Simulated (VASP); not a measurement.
Here is the system:

```
CELL_PARAMETERS angstrom
      3.68036    -1.88000     0.00000
      3.68036     1.88000     0.00000
      2.72002     0.00000     3.11142
ATOMIC_POSITIONS crystal
  As 0.22700 0.22700 0.22700
  As 0.77300 0.77300 0.77300
```

Level of theory: LDA (Ceperley-Alder, Perdew-Zunger), VASP's LDA PAW potentials (set 64) (plane waves; VASP). Run with 520 eV cut-off, 11×11×11 Γ-centred mesh, first-order Methfessel-Paxton smearing of 0.10 eV, potentials As.

Energy and stress use the plane-wave basis of the starting cell.

Problem. The ions, cell shape and volume are relaxed. Give the cell that the relaxation ends in.

Solution. 
```
CELL_PARAMETERS angstrom
      3.50209    -1.88341    -0.05709
      3.50209     1.88341    -0.05709
      2.54001     0.00000     3.05998
ATOMIC_POSITIONS crystal
  As 0.23073 0.23073 0.23073
  As 0.76927 0.76927 0.76927
```
Space group R-3m (166), at a tolerance of 0.03 Å.

Problem. How do energy and volume change from the first to the last step?

Solution. The energy (σ→0) changes by -12.1 meV/atom and the volume by -5.0 %, in 10 ionic steps.

| step | E(σ→0) (eV) | max force (eV/Å) | pressure (GPa) | volume (Å³) |
|---|---|---|---|---|
| 1 | -10.7641 | 0.145 | -1.40 | 43.06 |
| 2 | -10.7731 | 0.231 | 0.28 | 41.90 |
| 3 | -10.7738 | 0.259 | 0.91 | 41.51 |
| 4 | -10.7801 | 0.156 | 0.74 | 41.27 |
| 5 | -10.7867 | 0.058 | 0.43 | 40.66 |
| 6 | -10.7879 | 0.045 | -0.04 | 40.90 |
| 7 | -10.7880 | 0.038 | -0.28 | 41.03 |
| 8 | -10.7882 | 0.019 | -0.02 | 40.93 |
| 9 | -10.7882 | 0.010 | -0.05 | 40.94 |
| 10 | -10.7882 | 0.008 | -0.01 | 40.91 |

The compound is As in the a7 structure. This run relaxes it. Symmetry was kept, so distortions that lower it aren't found.
